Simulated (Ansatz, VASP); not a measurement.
# SiC (Moissanite 3C) in two plane-wave programs

One calculation is typed for both programs; each brings its own data sets. How far apart do they land? The cell is taken from a series of runs on this material, whose earlier steps may have relaxed, scaled, displaced or heated it; both programs get it as it stands.

Calculated with Ansatz 0.2.0; plane waves, with VASP 6.6.1 beside it; zone-centre phonons at LDA.

### 1. The structure

Symmetry: F-43m, No. 216, cubic system. Conventional cell: a = 4.329 Å, b = 4.329 Å, c = 4.329 Å, α = 90.00°, β = 90.00°, γ = 90.00°. Nearest to C lie 4 Si at 1.87 Å. Nearest to Si lie 4 C at 1.87 Å. Farther neighbours are not listed.

### 2. Ansatz: zone-centre phonons, LDA

Ansatz runs on its PAW soft_1 files.

Second derivatives magnify differences that forces hide, and they need a tight electronic threshold.

The input, input.yaml:

```yaml
crystal:
  lattice:
    - [0.0, 2.1645341292, 2.1645341292]
    - [2.1645341292, 0.0, 2.1645341292]
    - [2.1645341292, 2.1645341292, 0.0]
  atoms:
    - { symbol: C, position: [0.75, 0.75, 0.75] }
    - { symbol: Si, position: [0.0, 0.0, 0.0] }
total_charge: 0.020283
kpoints:
  mp_grid: { grid: [29, 29, 29] }
hamiltonian:
  xc: lda
  pseudopotentials: { kind: paw, azcp: { folder: soft_1 }, xc_functional: pbe }
scf:
  occupations: { method: fermi_dirac, width: 0.03 }
output:
  eigenvalues: true
phonons:
  method: dfpt
```

Launch:

```
$ ansatz run input.yaml --threads 4 --pin off --max-ram 16384MiB --backend cpu --events-out ev --progress --plain --runs-dir out
```

Numbers of over 12 decimals in the logs are rounded to 6 here.

Log:

```text
zone centre: on kpoints.mp_grid the ground state, and the responses unless they are solved on pairs of k-points, stand on 1800 of the mesh's 24389 k-points, reduced under 8 symmetry operations, with k and −k counted as one. Each operation leaves every solved displacement unchanged or reverses it
Engine: ansatz 0.2.0, aarch64-unknown-linux-gnu
Pseudopotentials: kind: paw
Pseudopotential: C, paw, valence charge 4, recommended cutoff 420 eV (normal), soft_1/C.paw.azcp
Pseudopotential: Si, paw, valence charge 4, recommended cutoff 420 eV (normal), soft_1/Si.paw.azcp
Functional definition: SPW92
  exchange = slater_x
  correlation = pw_c
Crystal: 2 atoms, lattice volume = 20.283 Å³
Basis set: ecut = 420 eV, 411 PW (Γ), exchange–correlation on 48×48×48 points (8 copies of the dense FFT grid, shifted against one another)
Bands: 8, of which v1, the nominal top of the filled ones, is band 4 counted from 1 (3 counted from 0)
Symmetry: 24 space group operations
k-points: 1800 of 24389 (irreducible under 8 space group operations, time reversal used)
Non-local potential: C, projectors of the file, l = 0: 2, l = 1: 2, l = 2: 1
Non-local potential: Si, projectors of the file, l = 0: 2, l = 1: 2, l = 2: 1
PAW form: soft (Blöchl's): semilocal exchange-correlation on the pseudo side does not see the compensation charge
PAW frozen core: C, regenerated for the run's functional, and the local potential with it (the file was generated under x = pbe(κ = 0.804, μ = 0.219515), c = pbe(β = 0.066725))
PAW frozen core: Si, regenerated for the run's functional, and the local potential with it (the file was generated under x = pbe(κ = 0.804, μ = 0.219515), c = pbe(β = 0.066725))
PAW one-centre angular grid: C, 110 points (default); XC on 64 Gauss nodes
PAW one-centre angular grid: Si, 110 points (default); XC on 64 Gauss nodes
Initial density: superposition of atomic densities (chi_scale 0.1, normalization cell, long waves kept (reshape's long-wave potential 0.00 eV rms))
Initial wavefunctions: pseudopotential atomic-orbital guess
Functional: x = slater, c = lda
SCF iter   1: F=—  HF=-853.997057 eV  |F-HF|=—  |Δ(HF+E_count)|=         —  Δρ=1.41e-1  dr2=4.90e0  ethr=3.10e-3  ⟨swp⟩=6.1  Hψ=124088  notcnv=0
preconditioner: auto → none  [metal: Δε(μ)=0.012 eV  Ē_g=14.866 eV  σ=0.030 eV  W_gap=0.10  n_scr=0 (ndim 8)  ℏωp=23.3 eV  f_vac=0.000  D(μ)=0.30/eV (n_scr^D=0)]
SCF iter   2: F=—  HF=-852.503001 eV  |F-HF|=—  |Δ(HF+E_count)|=    1.49e0  Δρ=5.04e-2  dr2=3.35e-1  ethr=3.10e-3  ⟨swp⟩=3.0  Hψ=49801  notcnv=0
SCF iter   3: F=—  HF=-852.405321 eV  |F-HF|=—  |Δ(HF+E_count)|=   9.77e-2  Δρ=1.89e-2  dr2=3.77e-2  ethr=3.10e-3  ⟨swp⟩=2.3  Hψ=30039  notcnv=0
SCF iter   4: F=—  HF=-852.396667 eV  |F-HF|=—  |Δ(HF+E_count)|=   8.65e-3  Δρ=1.37e-3  dr2=1.93e-4  ethr=4.72e-4  ⟨swp⟩=2.0  Hψ=21653  notcnv=0
SCF iter   5: F=—  HF=-852.396733 eV  |F-HF|=—  |Δ(HF+E_count)|=   6.52e-5  Δρ=1.61e-4  dr2=1.69e-6  ethr=2.42e-6  ⟨swp⟩=2.3  Hψ=21517  notcnv=0
SCF iter   6: F=—  HF=-852.396734 eV  |F-HF|=—  |Δ(HF+E_count)|=   1.50e-6  Δρ=3.09e-5  dr2=8.48e-8  ethr=2.11e-8  ⟨swp⟩=2.1  Hψ=21466  notcnv=0
SCF iter   7: F=—  HF=-852.396734 eV  |F-HF|=—  |Δ(HF+E_count)|=   1.22e-7  Δρ=4.58e-6  dr2=1.55e-9  ethr=1.06e-9  ⟨swp⟩=1.2  Hψ=15362  notcnv=0
SCF iter   8: F=-852.396734 eV  HF=-852.396734 eV  |F-HF|=0.00e0  |Δ(HF+E_count)|=  2.79e-11  Δρ=1.10e-7  dr2=1.01e-12  ethr=1.00e-12  ⟨swp⟩=4.8  Hψ=67329  notcnv=0
SCF 1 converged in 8 iterations: F = -852.396734 eV  dr2 = 1.01e-12
  greatest PAW one-centre occupation: 0.642 electrons in one spin orbital (limit 2), on the C atom at site 0 (counted from 0), in its partial waves of l = 0
DFPT response loops at Γ: preconditioner auto → Kerker (q_TF=auto, 2.335 Å⁻¹) (partly filled bands, converged f_vac=0.000); β = 1.00, the filter's whole step (`scf.mixing.beta` (0.50) is not read by the response loops under this deck's `scf.mixing.preconditioner`; to damp them name `kerker` or `kerker_dos`, under which they read `scf.mixing.beta`, and type it under 1.00, their step now; both keys bind the ground state too); Broyden in place of MSR1
SCF converged after 8 iterations
Free energy (F): -852.396734 eV
Harris-Foulkes:  -852.396734 eV  (|F-HF|=0.00e0)
Internal energy: -852.396017 eV  (E = F + TS)
E sigma→0 (E₀):  -852.396376 eV
Entropy (-TS):   -0.000717 eV (-0.358 meV/atom)
Fermi energy:    9.382774 eV
--- Per-component energies (eV) ---
  E_band       = 28.409577
  E_kinetic    = 133.866891
  E_local      = -95.704244  (includes V_loc(G=0)·N_el)
  E_nonlocal   = 47.348118
  E_hartree    = 31.224119
  E_xc         = -104.962957
  E_vxc        = -108.805443  (∫ρ·V_xc dr)
  E_paw        = -577.628127  (= ΣΔE_a)
  E_vpaw       = -10.744028  (= ΣTr[D̂ρ^β])
  E_aug_tail   = 0.000048  (compensation charges beyond the density's cutoff)
  E_ewald      = -286.687028
  E_core_change = 0.147163  (= ΣΔE_core)
  E_smearing   = -0.000717  (= −TS)
  E_closure    = 0.000000  (closes the sum)
  E_deformation_potential = 0.373720  (in the stress; not in F)
  Σ components = -852.396734   (vs F -852.396734, Δ=0.00e0)
--- Band table (eV; the first three rows and the last of 1800) ---
  k-point 0: bands = ["-5.9827", "9.4856", "9.4856", "9.4856", "15.9903", "16.8398", "16.8398", "16.8398"]
  k-point 1: bands = ["-5.9590", "9.3529", "9.4686", "9.4686", "16.0490", "16.8524", "16.8723", "16.8723"]
  k-point 2: bands = ["-5.8879", "8.9800", "9.4191", "9.4191", "16.1556", "16.9390", "16.9641", "16.9641"]
  k-point 1799: bands = ["-0.5634", "2.4311", "4.3320", "4.8130", "14.6482", "18.8458", "18.8958", "19.5883"]
--- Phonons (Γ-DFPT): 2 representative perturbations + reference, on 1800 of 24389 k-points (Σ response iterations 6) ---
  k mesh reduced under 8 symmetry operations, with k and −k counted as one. Each operation leaves every solved displacement unchanged or reverses it
  ASR residual: 5.379e-5 → 0.000e0 eV/Å²; symmetrization residual: 2.823e-7 eV/Å²
  ASR residual per site (eV/Å²): 5.38e-5 8.27e-6
  Γ frequencies (cm⁻¹): 0.00 0.00 0.00 741.27 741.27 741.27
  non-analytic LO–TO correction: not included (Born effective charges unavailable; polar crystals: no LO–TO splitting at Γ)
```

### 3. VASP: zone-centre phonons, LDA

The same cell, functional (in two slightly different forms), mesh and smearing now go to VASP, with its own data sets.

Lines of VASP's logs that name or quote its potential files are left out, and so is its time.

The input, INCAR:

```
SYSTEM = SiC
PREC = Accurate
ENCUT = 600
EDIFF = 1E-08
NELM = 120
ISMEAR = -1
SIGMA = 0.03
LREAL = .FALSE.
ALGO = Normal
GGA = CA
NELECT = 7.979717
NBANDS = 9
LORBIT = 11
LWAVE = .FALSE.
LCHARG = .FALSE.
ISIF = 2
IBRION = 8
LASPH = .TRUE.
GGA_COMPAT = .FALSE.
KPAR = 2
```

The input, POSCAR:

```
SiC
1.0
    0.0000000000      2.1645341292      2.1645341292
    2.1645341292      0.0000000000      2.1645341292
    2.1645341292      2.1645341292      0.0000000000
C Si
1 1
Direct
    0.7500000000      0.7500000000      0.7500000000
    0.0000000000      0.0000000000      0.0000000000
```

The input, KPOINTS:

```
Automatic mesh
0
Gamma
29 29 29
0 0 0
```

PAW data sets: C and Si (LDA family, release 64).

Launch:

```
$ mpirun -np 2 vasp_std
```

Log:

```text
[banner, memory and clock lines left out]
running    2 mpi-ranks, on    1 nodes
 distrk:  each k-point on    1 cores,    2 groups
 distr:  one band on    1 cores,    1 groups

 POSCAR found type information on POSCAR C Si
 POSCAR found :  2 types and       2 ions
 LDA part: xc-table for (Slater(with rela. corr.)+CA(PZ))
 , standard interpolation
 POSCAR, INCAR and KPOINTS ok, starting setup
 FFT: planning ... GRIDC
 FFT: planning ... GRID_SOFT
 FFT: planning ... GRID
 WAVECAR not read
 entering main loop
       N       E                     dE             d eps       ncg     rms          rms(c)
DAV:   1     0.354971033109E+01    0.35497E+01   -0.37912E+03 12824   0.726E+02
DAV:   2    -0.182747808014E+02   -0.21824E+02   -0.20700E+02 16662   0.118E+02
DAV:   3    -0.188582311337E+02   -0.58345E+00   -0.58039E+00 14435   0.187E+01
DAV:   4    -0.188606301580E+02   -0.23990E-02   -0.23988E-02 15860   0.141E+00
DAV:   5    -0.188606367006E+02   -0.65426E-05   -0.65427E-05 14380   0.600E-02BRMIX: very serious problems
 the old and the new charge density differ
 old charge density:     8.00000 new    7.97972
BRMIX: very serious problems
 the old and the new charge density differ
 old charge density:     8.00000 new    7.97972
    0.921E+00
DAV:   6    -0.169080703532E+02    0.19526E+01   -0.76009E+00 12572   0.145E+01    0.408E+00
DAV:   7    -0.168322347895E+02    0.75836E-01   -0.38521E-01 15655   0.419E+00    0.180E+00
DAV:   8    -0.168121806076E+02    0.20054E-01   -0.25886E-02 12811   0.116E+00    0.183E-01
DAV:   9    -0.168118475692E+02    0.33304E-03   -0.15038E-03 17452   0.254E-01    0.926E-02
DAV:  10    -0.168118587907E+02   -0.11222E-04   -0.93442E-05 12884   0.708E-02    0.285E-02
DAV:  11    -0.168118591205E+02   -0.32979E-06   -0.34693E-06 16452   0.128E-02    0.118E-02
DAV:  12    -0.168118589452E+02    0.17532E-06   -0.57371E-07 12903   0.452E-03    0.372E-04
DAV:  13    -0.168118589452E+02   -0.72987E-10   -0.24028E-08 12667   0.109E-03
   1 F= -.16811859E+02 E0= -.16811499E+02  d E =-.719008E-03
 Linear response reoptimize wavefunctions to high precision
DAV:   1    -0.168118589455E+02   -0.21521E-09   -0.10018E-09 10998   0.230E-04
DAV:   2    -0.168118589455E+02   -0.60254E-11   -0.32553E-11  6364   0.533E-05
 Linear response DOF=           2
 Linear response progress:
  Degree of freedom:   1/  2
       N       E                     dE             d eps       ncg     rms          rms(c)
RMM:   1    -0.126602193866E+00   -0.12660E+00    0.53002E-02133526   0.231E+00
RMM:   2    -0.123541759474E+00    0.30604E-02   -0.26850E-03 93458   0.460E-01    0.219E-01
RMM:   3    -0.123552736909E+00   -0.10977E-04   -0.94158E-04 91089   0.208E-01    0.107E-01
RMM:   4    -0.124695367720E+00   -0.11426E-02   -0.72198E-04 91271   0.173E-01    0.190E-02
RMM:   5    -0.124666369480E+00    0.28998E-04   -0.90849E-06 97462   0.247E-02    0.200E-03
RMM:   6    -0.124680249483E+00   -0.13880E-04   -0.17513E-07 99268   0.314E-03    0.901E-04
RMM:   7    -0.124675239957E+00    0.50095E-05   -0.21591E-08100782   0.648E-04    0.108E-04
RMM:   8    -0.124676245333E+00   -0.10054E-05   -0.38924E-09100987   0.151E-04    0.293E-05
RMM:   9    -0.124676230331E+00    0.15002E-07   -0.27922E-09106892   0.435E-05    0.400E-06
RMM:  10    -0.124676248379E+00   -0.18048E-07   -0.36084E-09104530   0.180E-05    0.241E-06
RMM:  11    -0.124676247235E+00    0.11442E-08   -0.22692E-09 84994   0.141E-05    0.181E-07
 first order change of Fermi-energy   0.15941E-03
 force on displaced ion       1 direction 1 : -17.047  -0.000  -0.000
 Linear response progress:
  Degree of freedom:   2/  2
       N       E                     dE             d eps       ncg     rms          rms(c)
RMM:   1    -0.163201310507E-01   -0.16320E-01   -0.73257E-03145186   0.968E-01
RMM:   2    -0.145072605195E-01    0.18129E-02   -0.58932E-04 94211   0.217E-01    0.156E-01
RMM:   3    -0.144554026617E-01    0.51858E-04   -0.10194E-04 95045   0.707E-02    0.867E-02
RMM:   4    -0.146664420167E-01   -0.21104E-03   -0.92763E-05 93151   0.671E-02    0.107E-02
RMM:   5    -0.146503501575E-01    0.16092E-04   -0.14584E-06 97592   0.105E-02    0.138E-03
RMM:   6    -0.146483967187E-01    0.19534E-05   -0.15831E-07 99432   0.106E-03    0.689E-04
RMM:   7    -0.146466859452E-01    0.17108E-05   -0.82928E-08101567   0.341E-04    0.134E-04
RMM:   8    -0.146467297672E-01   -0.43822E-07   -0.11872E-09104385   0.671E-05    0.240E-05
RMM:   9    -0.146467460654E-01   -0.16298E-07    0.29596E-09106332   0.194E-05    0.380E-06
RMM:  10    -0.146467359310E-01    0.10134E-07    0.49214E-09 97201   0.925E-06    0.957E-07
RMM:  11    -0.146467364314E-01   -0.50039E-09    0.40973E-09 64359   0.696E-06    0.135E-07
 first order change of Fermi-energy   0.17290E-04
 force on displaced ion       2 direction 1 : -17.049   0.000   0.000
 Linear response finished
```

OUTCAR, selected parts (step 3):

```text
NELECT = 7.979717

 ion  position               nearest neighbor table
   1  0.750  0.750  0.750-   2 1.87   2 1.87   2 1.87   2 1.87
   2  0.000  0.000  0.000-   1 1.87   1 1.87   1 1.87   1 1.87

  LATTYP: Found a face centered cubic cell.
 ALAT       =     4.3290682584

 Subroutine GETGRP returns: Found 24 space group operations
 (whereof 24 operations were pure point group operations)

The static configuration has the point symmetry T_d .

 Found    680 irreducible k-points:

   k-points           NKPTS =    680   k-points in BZ     NKDIM =    680   number of bands    NBANDS=      9

   dimension x,y,z NGX =    24 NGY =   24 NGZ =   24
   dimension x,y,z NGXF=    48 NGYF=   48 NGZF=   48

   ENCUT  =  600.0 eV  44.10 Ry    6.64 a.u.   6.11  6.11  6.11*2*pi/ulx,y,z

 k-points in reciprocal lattice and weights: Automatic mesh
   0.00000000  0.00000000  0.00000000       0.000
   0.03448276  0.00000000  0.00000000       0.000
   0.06896552  0.00000000  0.00000000       0.000
   0.10344828  0.00000000  0.00000000       0.000
   0.13793103  0.00000000  0.00000000       0.000
   0.17241379  0.00000000  0.00000000       0.000
   0.20689655  0.00000000  0.00000000       0.000
   0.24137931  0.00000000  0.00000000       0.000
   0.27586207  0.00000000  0.00000000       0.000
[...]
-0.27586207  0.48275862  0.20689655       0.001
  -0.27586207  0.48275862  0.24137931       0.001

 average (electrostatic) potential at core
       1 -48.7896       2 -81.6529

  Total       -0.2050870     -0.2050870     -0.2050870      0.0000000      0.0000000     -0.0000000
  in kB      -16.2003912    -16.2003912    -16.2003912      0.0000000      0.0000000     -0.0000000
  external PRESSURE =     -16.2003912 kB  Pullay stress =       0.0000000 kB

  energy-cutoff  :      600.00
  volume of cell :       20.28
      direct lattice vectors                 reciprocal lattice vectors
     0.000000000  2.164534129  2.164534129    -0.230996589  0.230996589  0.230996589
     2.164534129  0.000000000  2.164534129     0.230996589 -0.230996589  0.230996589
     2.164534129  2.164534129  0.000000000     0.230996589  0.230996589 -0.230996589

 POSITION                                       TOTAL-FORCE (eV/Angst)
 -----------------------------------------------------------------------------------
      3.24680      3.24680      3.24680         0.000000      0.000000      0.000000
      0.00000      0.00000      0.00000        -0.000000     -0.000000     -0.000000
 -----------------------------------------------------------------------------------
    total drift:                               -0.000000     -0.000000     -0.000000

 Eigenvectors and eigenvalues of the dynamical matrix
 ----------------------------------------------------

   1 f  =   22.253928 THz   139.825551 2PiTHz  742.311124 cm-1    92.034808 meV
             X         Y         Z           dx          dy          dz
      3.246801  3.246801  3.246801     0.000000    0.836907    0.000000
      0.000000  0.000000  0.000000     0.000000   -0.547346    0.000000

   2 f  =   22.253928 THz   139.825551 2PiTHz  742.311124 cm-1    92.034808 meV
             X         Y         Z           dx          dy          dz
      3.246801  3.246801  3.246801     0.836907    0.000000    0.000000
      0.000000  0.000000  0.000000    -0.547346    0.000000    0.000000

   3 f  =   22.253928 THz   139.825551 2PiTHz  742.311124 cm-1    92.034808 meV
             X         Y         Z           dx          dy          dz
      3.246801  3.246801  3.246801     0.000000    0.000000    0.836907
      0.000000  0.000000  0.000000     0.000000    0.000000   -0.547346

   4 f/i=    0.000756 THz     0.004748 2PiTHz    0.025208 cm-1     0.003125 meV
             X         Y         Z           dx          dy          dz
      3.246801  3.246801  3.246801    -0.547346    0.000000    0.000000
      0.000000  0.000000  0.000000    -0.836907    0.000000    0.000000

   5 f/i=    0.000756 THz     0.004748 2PiTHz    0.025208 cm-1     0.003125 meV
             X         Y         Z           dx          dy          dz
      3.246801  3.246801  3.246801     0.000000   -0.547346    0.000000
      0.000000  0.000000  0.000000     0.000000   -0.836907    0.000000

   6 f/i=    0.000756 THz     0.004748 2PiTHz    0.025208 cm-1     0.003125 meV
             X         Y         Z           dx          dy          dz
      3.246801  3.246801  3.246801     0.000000    0.000000   -0.547346
      0.000000  0.000000  0.000000     0.000000    0.000000   -0.836907

 ELASTIC MODULI CONTR FROM IONIC RELAXATION (kBar)
 Direction    XX          YY          ZZ          XY          YZ          ZX
 --------------------------------------------------------------------------------
 XX          -0.0000     -0.0000     -0.0000      0.0000     -0.0000     -0.0000
 YY          -0.0000     -0.0000     -0.0000      0.0000      0.0000     -0.0000
 ZZ          -0.0000     -0.0000     -0.0000      0.0000      0.0000     -0.0000
 XY           0.0000      0.0000      0.0000   -463.7539     -0.0000     -0.0000
 YZ          -0.0000      0.0000      0.0000     -0.0000   -463.7539     -0.0000
 ZX          -0.0000     -0.0000     -0.0000     -0.0000     -0.0000   -463.7539
 --------------------------------------------------------------------------------
```

### 4. Side by side

Known differences besides the potentials themselves: the two LDA forms differ slightly; the cutoff is 420 eV in Ansatz and 600 eV in VASP; VASP's log shows a relativistic correction to its local exchange, Ansatz's none. Total energies have different zeros and are not compared.

The two programs side by side:

| quantity | Ansatz | VASP | difference |
| --- | --- | --- | --- |
| optical mode 1 to 3 (cm⁻¹) | 741.3 | 742.3 | -0.14 % |

Modes are paired by rising frequency, not by their patterns, so a pair may set unlike modes beside each other; they are those without the splitting of longitudinal modes. The cell carries a charge of +0.020283 e against a uniform background, so its pressure also hangs on how the neutralising background is counted, and in a defect's cell a gap may be the spacing between its levels.

### 5. Results

| Item | Value |
| --- | --- |
| r.m.s. difference of the optical zone-centre modes, each program's sorted by frequency (zone-centre phonons, LDA) | 1.0 cm⁻¹ |

In words: The r.m.s. difference of the optical zone-centre modes, each program's sorted by frequency is 1.0 cm⁻¹ (zone-centre phonons, LDA). How closely two codes agree says nothing of how well the functional describes the real material.

[Lines on the potential files, build, host, timing and source positions are cut from VASP's logs without a mark.]

[Logs are printed without paths, hosts, clocks, repeated set-up lines and the standing remarks that a program may print on its own settings, such as how far it seeks lower states.]

[Hosts, paths, dates, database ids (printed as entryN), source tags and the programs' standing remarks are cut or masked in the printed files.]
